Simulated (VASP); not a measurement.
```
HgMg3Te4
1.0
    0.00620     6.46279     6.44809
    6.46279     0.00620     6.44809
    3.23449     3.23449     0.00000
Mg Te Hg
3 4 1
Cartesian
  3.23449   3.23449   0.01092
  6.45391   3.24956   3.22462
  3.24956   6.45391   3.22462
  1.61725   1.61725   1.60934
  4.86882   1.60016   4.81568
  1.60016   4.86882   4.81568
  4.85174   4.85174   8.09470
  3.23449   3.23449   6.44491
```

Calculation: PBEsol GGA, VASP's PBE PAW potentials (set 64) (plane waves; VASP 6.6.1). Settings: 400 eV cut-off, 4×4×7 Γ-centred mesh, tetrahedra with Blöchl corrections, potentials Mg Te Hg.

The cores are frozen, which limits the accuracy of field gradients.

Task: Give the principal components of the electric field gradient (V/Å²) and the asymmetry η at each nucleus.

Result: 
| atom | Vxx | Vyy | Vzz | η |
|---|---|---|---|---|
| Mg1 | -0.5 | 0.0 | 0.5 | - |
| Mg2 | -0.6 | -0.4 | 1.0 | 0.25 |
| Mg3 | -0.6 | -0.4 | 1.0 | 0.25 |
| Te4 | -2.9 | -1.1 | 4.0 | 0.44 |
| Te5 | -85.9 | -84.8 | 170.6 | 0.01 |
| Te6 | -85.9 | -84.8 | 170.6 | 0.01 |
| Te7 | 163.2 | 13.2 | -176.3 | 0.85 |
| Hg8 | 5.6 | 0.4 | -6.0 | 0.86 |

The structure was generated: HgMg3Te4 was put into an ordered model structure (Amm2), which need not be its known phase. It was relaxed first.
